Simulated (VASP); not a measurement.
HfO2, 6 atoms in the cell. It takes space group P4_2/nmc (No. 137, tetragonal). The conventional cell has a = 3.500 Å, b = 3.500 Å, c = 5.038 Å, α = 90.00°, β = 90.00°, γ = 90.00°. Hf (site symmetry -4m2) is surrounded by 8 O at 2.04 to 2.28 Å. Around O (site symmetry 2mm) lie 4 Hf at 2.04 to 2.28 Å. Measurements of this composition are mostly on another form, of space group No. 14.

- Program: VASP 6.6.1
- Task: phonons
- Functional: LDA
- Potentials or basis: VASP PAW LDA potentials, release 64 (Hf_pv, O)
- Cutoff: 600 eV
- k mesh: 6 × 6 × 4
- Occupations: fermi-dirac, width 0.05 eV
- Spin: no spin polarisation
- By perturbation theory: yes
- Relax isif: 2
- Further INCAR settings: ALGO = Normal; EDIFF = 1e-08; IBRION = 8; NSW = 1

Potentials or basis: VASP PAW LDA potentials, release 64 (Hf_pv, O).

Run with:

```bash
$ cat potpaw_LDA.64/Hf_pv/POTCAR potpaw_LDA.64/O/POTCAR > POTCAR
$ cp INCAR.step1 INCAR
$ mpirun -np 8 vasp_std > vasp.out
$ cp CONTCAR POSCAR
$ cp INCAR.step2 INCAR
$ mpirun -np 8 vasp_std > vasp.out
```

Hardware: 8 MPI ranks on AMD EPYC 9R45 96-Core Processor (Zen 5), on a shared host.

**Question.** How long does it take, and how much memory?

**Answer.** Wall time 2.1 min on 8 MPI ranks on AMD EPYC 9R45 96-Core Processor (Zen 5) (shared host), peak memory 0.54 GiB a rank. Counts: scf iterations 206, k points 30, ion steps 3.
